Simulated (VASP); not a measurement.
These are LDA (Ceperley-Alder, Perdew-Zunger), VASP's LDA PAW potentials (set 64) (plane waves; VASP) values and carry that method's errors.

VASP input:

File POSCAR:
```
AlN
1
    1.5459248454    -2.6776203712     0.0000000000
    1.5459248454     2.6776203712     0.0000000000
    0.0000000000     0.0000000000     4.9514513911
Al N
2 2
Direct
  0.6666670000   0.3333330000   0.5000700257
  0.3333330000   0.6666670000   0.0000700257
  0.6666670000   0.3333330000   0.8819299743
  0.3333330000   0.6666670000   0.3819299743
```

File KPOINTS:
```
Regular mesh
0
G
8 8 5
0 0 0
```

INCAR:
```
# general
SYSTEM  =  AlN
PREC    =  Accurate
ENCUT   =  620
LREAL   =  F
LASPH   =  T   # aspherical one-centre terms

# electronic loop
EDIFF   =  1E-6
NELM    =  100   # most electronic steps
ALGO    =  Normal

# smearing
ISMEAR  =  0   # Gaussian
SIGMA   =  0.05   # width (eV)

# ions
IBRION  =  2
NSW     =  40
ISIF    =  3
EDIFFG  =  -0.02

# output
LWAVE   =  F
LCHARG  =  F
```

POTCAR, in this order: Al N (LDA.64 set). Program: vasp_std.

Output

**OSZICAR**
```
       N       E                     dE             d eps       ncg     rms          rms(c)
DAV:   1     0.589372513180E+02    0.58937E+02   -0.84467E+03   720   0.138E+03
DAV:   2    -0.335706880990E+02   -0.92508E+02   -0.85907E+02  1060   0.230E+02
DAV:   3    -0.379418159313E+02   -0.43711E+01   -0.43541E+01   928   0.544E+01
DAV:   4    -0.379728236976E+02   -0.31008E-01   -0.31001E-01   852   0.557E+00
DAV:   5    -0.379732001072E+02   -0.37641E-03   -0.37639E-03   880   0.602E-01    0.123E+01
DAV:   6    -0.329617017900E+02    0.50115E+01   -0.18187E+01   848   0.322E+01    0.442E+00
DAV:   7    -0.329013671241E+02    0.60335E-01   -0.59428E-01   808   0.583E+00    0.276E+00
DAV:   8    -0.328475587186E+02    0.53808E-01   -0.80998E-02   796   0.288E+00    0.367E-01
DAV:   9    -0.328433189352E+02    0.42398E-02   -0.12804E-02   888   0.828E-01    0.206E-01
DAV:  10    -0.328434589128E+02   -0.13998E-03   -0.67177E-04   804   0.208E-01    0.101E-01
DAV:  11    -0.328434197887E+02    0.39124E-04   -0.92473E-05   868   0.843E-02    0.195E-02
DAV:  12    -0.328434195868E+02    0.20191E-06   -0.11214E-06   644   0.969E-03
   1 F= -.32843420E+02 E0= -.32843420E+02  d E =-.328434E+02
       N       E                     dE             d eps       ncg     rms          rms(c)
DAV:   1    -0.328437538864E+02   -0.33410E-03   -0.79888E-03   820   0.926E-01    0.125E-01
DAV:   2    -0.328434170784E+02    0.33681E-03   -0.11875E-03   836   0.281E-01    0.294E-02
DAV:   3    -0.328434088916E+02    0.81869E-05   -0.39851E-05   848   0.546E-02    0.124E-02
DAV:   4    -0.328434052811E+02    0.36105E-05   -0.21857E-06   568   0.133E-02    0.550E-03
DAV:   5    -0.328434046234E+02    0.65766E-06   -0.51459E-07   368   0.670E-03
   2 F= -.32843405E+02 E0= -.32843405E+02  d E =0.149634E-04
       N       E                     dE             d eps       ncg     rms          rms(c)
DAV:   1    -0.328435719578E+02   -0.16668E-03   -0.24716E-03   820   0.513E-01    0.694E-02
DAV:   2    -0.328434684329E+02    0.10352E-03   -0.36743E-04   836   0.156E-01    0.167E-02
DAV:   3    -0.328434659608E+02    0.24722E-05   -0.12171E-05   848   0.302E-02    0.678E-03
DAV:   4    -0.328434648542E+02    0.11065E-05   -0.67646E-07   384   0.742E-03    0.293E-03
DAV:   5    -0.328434646582E+02    0.19598E-06   -0.15355E-07   360   0.368E-03
   3 F= -.32843465E+02 E0= -.32843465E+02  d E =-.450714E-04
```

OUTCAR:
```
------------------------ aborting loop because EDIFF is reached ----------------------------------------
  FORCE on cell =-STRESS in cart. coord.  units (eV):
  Direction    XX          YY          ZZ          XY          YZ          ZX
  --------------------------------------------------------------------------------------
  Total        0.0063853      0.0063853     -0.0128968      0.0000000      0.0000000      0.0000000
  in kB        0.2498795      0.2498795     -0.5046964      0.0000000      0.0000000      0.0000000
  external PRESSURE =      -0.0016458 kB  Pullay stress =       0.0000000 kB
  volume of cell :       40.94
      direct lattice vectors                 reciprocal lattice vectors
     1.545394103 -2.676701099 -0.000000000     0.323542065 -0.186797099 -0.000000000
     1.545394103  2.676701099  0.000000000     0.323542065  0.186797099  0.000000000
     0.000000000 -0.000000000  4.948719293     0.000000000 -0.000000000  0.202072484
  FREE ENERGIE OF THE ION-ELECTRON SYSTEM (eV)
  ---------------------------------------------------
  free  energy   TOTEN  =       -32.8434646582 eV

  energy  without entropy=      -32.8434646582  energy(sigma->0) =      -32.84346466

 reached required accuracy - stopping structural energy minimisation
```
(Selected blocks of OUTCAR.)

CONTCAR:
```
AlN
   1.00000000000000
     1.5453941033873142   -2.6767010990742039   -0.0000000000000000
     1.5453941033873142    2.6767010990742039    0.0000000000000000
     0.0000000000000000   -0.0000000000000000    4.9487192932826973
  Al              N
     2     2
Direct
     0.6666669999999968    0.3333330000000032    0.5000746821287549
     0.3333330000000032    0.6666669999999968    0.0000746821287550
     0.6666669999999968    0.3333330000000032    0.8819253178712430
     0.3333330000000032    0.6666669999999968    0.3819253178712430
```

The compound is AlN in the wurtzite structure. This run relaxes it. Symmetry was kept, so distortions that lower it aren't found.
